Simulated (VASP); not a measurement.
Consider the following.

```
CELL_PARAMETERS angstrom
      6.04592     0.00000     0.00000
      0.00000     6.04592     0.00000
      0.00000     0.00000     6.04592
ATOMIC_POSITIONS crystal
  Cs 0.00000 0.00000 0.00000
  Pb 0.50000 0.50000 0.50000
  Br 0.50000 0.00000 0.50000
  Br 0.00000 0.50000 0.50000
  Br 0.50000 0.50000 0.00000
```

Computed with optB88-vdW, VASP's PBE PAW potentials (set 64) (plane waves; VASP 6.6.1). Settings: 520 eV cut-off, 4×4×4 Γ-centred mesh, Gaussian smearing of 0.050 eV, potentials Cs_sv Pb_d Br.

Task: Give the stress tensor in GPa (positive for a compressed cell).

Result: 
```
-1.11   0.00   0.00
 0.00  -1.11   0.00
 0.00   0.00  -1.11
```
The pressure is its mean diagonal, -1.11 GPa.

The compound is CsPbBr3 in the cubic perovskite structure, the ideal cubic form; the compound distorts at low or room temperature. This cell is one point of a volume scan, at 1.06 of the reference volume.
